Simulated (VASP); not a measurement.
Output of a VASP run:

**OUTCAR**
```
 ion  position               nearest neighbor table
   1  0.000  0.000  0.000-
  LATTYP: Found a face centered cubic cell.
 ALAT       =     3.8234871076
 Subroutine PRICEL returns:
 Original cell was already a primitive cell.
 Subroutine GETGRP returns: Found 48 space group operations
The static configuration has the point symmetry O_h .
The dynamic configuration has the point symmetry O_h .
 Subroutine INISYM returns: Found 48 space group operations
 Subroutine IBZKPT returns following result:
 Found    165 irreducible k-points:

 Following reciprocal coordinates:
            Coordinates               Weight
  0.000000  0.000000  0.000000      1.000000
  0.058824  0.000000  0.000000      8.000000
  0.117647  0.000000  0.000000      8.000000
  0.176471  0.000000  0.000000      8.000000
  0.235294  0.000000  0.000000      8.000000
  0.294118  0.000000  0.000000      8.000000
  0.352941  0.000000  0.000000      8.000000
  0.411765  0.000000  0.000000      8.000000
  0.470588  0.000000  0.000000      8.000000
  0.058824  0.058824  0.000000      6.000000
  0.117647  0.058824  0.000000     24.000000
  0.176471  0.058824  0.000000     24.000000
  0.235294  0.058824  0.000000     24.000000
  0.294118  0.058824  0.000000     24.000000
  0.352941  0.058824  0.000000     24.000000
  0.411765  0.058824  0.000000     24.000000
  0.470588  0.058824  0.000000     24.000000
 -0.470588  0.058824  0.000000     24.000000
 -0.411765  0.058824  0.000000     24.000000
 -0.352941  0.058824  0.000000     24.000000
 -0.294118  0.058824  0.000000     24.000000
 -0.235294  0.058824  0.000000     24.000000
 -0.176471  0.058824  0.000000     24.000000
 -0.117647  0.058824  0.000000     24.000000
 -0.058824  0.058824  0.000000     12.000000
  0.117647  0.117647  0.000000      6.000000
  0.176471  0.117647  0.000000     24.000000
  0.235294  0.117647  0.000000     24.000000
  0.294118  0.117647  0.000000     24.000000
  0.352941  0.117647  0.000000     24.000000
  0.411765  0.117647  0.000000     24.000000
  0.470588  0.117647  0.000000     24.000000
 -0.470588  0.117647  0.000000     24.000000
 -0.411765  0.117647  0.000000     24.000000
 -0.352941  0.117647  0.000000     24.000000
 -0.294118  0.117647  0.000000     24.000000
 -0.235294  0.117647  0.000000     24.000000
 -0.176471  0.117647  0.000000     24.000000
 -0.117647  0.117647  0.000000     12.000000
  0.176471  0.176471  0.000000      6.000000
   k-points           NKPTS =    165   k-points in BZ     NKDIM =    165   number of bands    NBANDS=      9
   number of dos      NEDOS =    301   number of ions     NIONS =      1
   total plane-waves  NPLWV =   8000
   dimension x,y,z NGX =    20 NGY =   20 NGZ =   20
   dimension x,y,z NGXF=    40 NGYF=   40 NGZF=   40
   ions per type =               1
   PREC   = accura    normal or accurate (medium, high low for compatibility)
   ISTART =      0    job   : 0-new  1-cont  2-samecut
   ICHARG =      2    charge: 1-file 2-atom 10-const
   ISPIN  =      1    spin polarized calculation?
   LNONCOLLINEAR =      F non collinear calculations
   LSORBIT =      F    spin-orbit coupling
   INIWAV =      1    electr: 0-lowe 1-rand  2-diag
   ENCUT  =  520.0 eV  38.22 Ry    6.18 a.u.   5.03  5.03  5.03*2*pi/ulx,y,z
   NELM   =    100;   NELMIN=  2; NELMDL= -5     # of ELM steps
   EDIFF  = 0.1E-06   stopping-criterion for ELM
   LREAL  =      F    real-space projection
   NLSPLINE    = F    spline interpolate recip. space projectors
   LMAXMIX     =    4 max onsite mixed and CHGCAR
   VOSKOWN=      0    Vosko Wilk Nusair interpolation
   EDIFFG = 0.1E-05   stopping-criterion for IOM
   NSW    =      0    number of steps for IOM
   NBLOCK =      1;   KBLOCK =      1    inner block; outer block
   IBRION =     -1    ionic relax: 0-MD 1-quasi-New 2-CG
   NFREE  =      0    steps in history (QN), initial steepest desc. (CG)
...
```

OSZICAR:
```
       N       E                     dE             d eps       ncg     rms          rms(c)
DAV:   1     0.420036515640E+02    0.42004E+02   -0.56127E+03  3020   0.196E+03
DAV:   2    -0.529697663718E+00   -0.42533E+02   -0.40637E+02  2999   0.196E+02
DAV:   3    -0.102701613421E+01   -0.49732E+00   -0.49535E+00  3585   0.308E+01
DAV:   4    -0.103138960959E+01   -0.43735E-02   -0.43731E-02  3710   0.269E+00
DAV:   5    -0.103144589461E+01   -0.56285E-04   -0.56284E-04  3444   0.233E-01    0.664E+00
DAV:   6    -0.752039881950E+00    0.27941E+00   -0.15102E+01  3135   0.879E+01    0.410E+00
DAV:   7    -0.364261755649E+00    0.38778E+00   -0.25857E+00  3173   0.373E+01    0.310E-01
DAV:   8    -0.360047617145E+00    0.42141E-02   -0.16759E-02  3829   0.303E+00    0.368E-01
DAV:   9    -0.357863996985E+00    0.21836E-02   -0.17666E-02  3313   0.276E+00    0.439E-02
DAV:  10    -0.357857690717E+00    0.63063E-05   -0.24262E-04  3938   0.296E-01    0.634E-03
DAV:  11    -0.357865450258E+00   -0.77595E-05   -0.17635E-05  3323   0.679E-02    0.479E-03
DAV:  12    -0.357863865140E+00    0.15851E-05   -0.15849E-06  3477   0.220E-02    0.767E-04
DAV:  13    -0.357863677345E+00    0.18780E-06   -0.11060E-07  3254   0.411E-03    0.107E-04
DAV:  14    -0.357863651440E+00    0.25906E-07   -0.25107E-09  1751   0.623E-04
   1 F= -.35786365E+00 E0= -.35784847E+00  d E =-.455460E-04
```

### OUTCAR
```
------------------------ aborting loop because EDIFF is reached ----------------------------------------
  FORCE on cell =-STRESS in cart. coord.  units (eV):
  Direction    XX          YY          ZZ          XY          YZ          ZX
  --------------------------------------------------------------------------------------
  Total       -0.4421508     -0.4421508     -0.4421508      0.0000000     -0.0000000     -0.0000000
  in kB      -50.6946488    -50.6946488    -50.6946488      0.0000000     -0.0000000     -0.0000000
  external PRESSURE =     -50.6946488 kB  Pullay stress =       0.0000000 kB
  volume of cell :       13.97
      direct lattice vectors                 reciprocal lattice vectors
     0.000000000  1.911743554  1.911743554    -0.261541355  0.261541355  0.261541355
     1.911743554  0.000000000  1.911743554     0.261541355 -0.261541355  0.261541355
     1.911743554  1.911743554  0.000000000     0.261541355  0.261541355 -0.261541355
 POSITION                                       TOTAL-FORCE (eV/Angst)
 -----------------------------------------------------------------------------------
      0.00000      0.00000      0.00000         0.000000      0.000000      0.000000
 -----------------------------------------------------------------------------------
    total drift:                               -0.000000     -0.000000     -0.000000
  FREE ENERGIE OF THE ION-ELECTRON SYSTEM (eV)
  ---------------------------------------------------
  free  energy   TOTEN  =        -0.3578636514 eV

  energy  without entropy=       -0.3578181054  energy(sigma->0) =       -0.35784847
```
(Selected blocks of OUTCAR.)

**POSCAR**
```
Cu
1
    0.0000000000     1.9117435538     1.9117435538
    1.9117435538     0.0000000000     1.9117435538
    1.9117435538     1.9117435538     0.0000000000
Cu
1
Direct
  0.0000000000   0.0000000000   1.0000000000
```

Task: Reconstruct the remaining input files.

Result: This is not unique; one that fits is the input of the run itself, vdW-DF2, plane waves, VASP's PBE PAW potentials (set 64).

**KPOINTS**
```
kpoints
0
G
  17 17 17
```

INCAR:
```
! general
SYSTEM   = Cu
PREC     = Accurate
ENCUT    = 520
LREAL    = .FALSE.
LASPH    = .TRUE.

! electronic loop
EDIFF    = 1E-7
NELM     = 100
ALGO     = Normal
LMAXMIX  = 4

! smearing
ISMEAR   = 1
SIGMA    = 0.1

! functional
GGA      = ML
LUSE_VDW = .TRUE.
AGGAC    = 0.0
ZAB_VDW  = -1.8867

! ions
ISIF     = 2

! output
LWAVE    = .FALSE.
LCHARG   = .FALSE.
```

POTCAR, in this order: Cu (PBE.64 set). Program: vasp_std.

The compound is Cu in the fcc structure. This cell is one point of a volume scan, at 1.06 of the reference volume.
